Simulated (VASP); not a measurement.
These are PBE GGA, VASP's PBE PAW potentials (set 64) (plane waves; VASP) values and carry that method's errors.

VASP ran on this input.

### POSCAR
```
CaO
1
    0.0000000000     2.4531000000     2.4531000000
    2.4531000000     0.0000000000     2.4531000000
    2.4531000000     2.4531000000     0.0000000000
Ca O
1 1
Direct
  0.0000000000   0.0000000000   0.0000000000
  0.5000000000   0.5000000000   0.5000000000
```

File KPOINTS:
```
Automatic mesh
0
Gamma
7 7 7
0 0 0
```

### INCAR
```
SYSTEM  =  CaO
PREC  =  Accurate
LWAVE  =  .FALSE.
EDIFFG  =  -0.01
ALGO  =  Normal
IBRION  =  2   ! conjugate gradients
NSW  =  40   ! most ionic steps
ISMEAR  =  0
GGA  =  PE   ! PBE
SIGMA  =  0.05   ! width (eV)
EDIFF  =  1E-6
LASPH  =  .TRUE.   ! aspherical one-centre terms
ENCUT  =  520   ! plane-wave cut-off (eV)
ISIF  =  3
LCHARG  =  .FALSE.
NELM  =  100   ! most electronic steps
LREAL  =  .FALSE.
```

POTCAR, in this order: Ca_sv O (PBE.64 set). Program: vasp_std.

Energy and stress use the plane-wave basis of the starting cell.

### Question
What does the run give for the energy per atom (σ→0), volume per atom?

### Answer

```json
{
 "energy per atom (σ→0)": "-6403 meV/atom",
 "volume_per_atom": "14.17 Å³/atom"
}
```

OSZICAR:
```
...
DAV:   2    -0.128098638956E+02    0.14309E-01   -0.56311E-02   548   0.229E+00    0.349E-01
DAV:   3    -0.128071333722E+02    0.27305E-02   -0.65370E-03   824   0.104E+00    0.139E-01
DAV:   4    -0.128068027286E+02    0.33064E-03   -0.27319E-03   776   0.483E-01    0.446E-02
DAV:   5    -0.128068169035E+02   -0.14175E-04   -0.24534E-05   584   0.579E-02    0.410E-02
DAV:   6    -0.128069183814E+02   -0.10148E-03   -0.13515E-04   768   0.694E-02    0.166E-02
DAV:   7    -0.128069198601E+02   -0.14787E-05   -0.13578E-05   780   0.347E-02    0.252E-03
DAV:   8    -0.128069202853E+02   -0.42514E-06   -0.39036E-07   324   0.564E-03
   3 F= -.12806920E+02 E0= -.12806920E+02  d E =-.153587E-01
```

The compound is CaO in the rock salt structure. This run relaxes it. Symmetry was kept, so distortions that lower it aren't found.
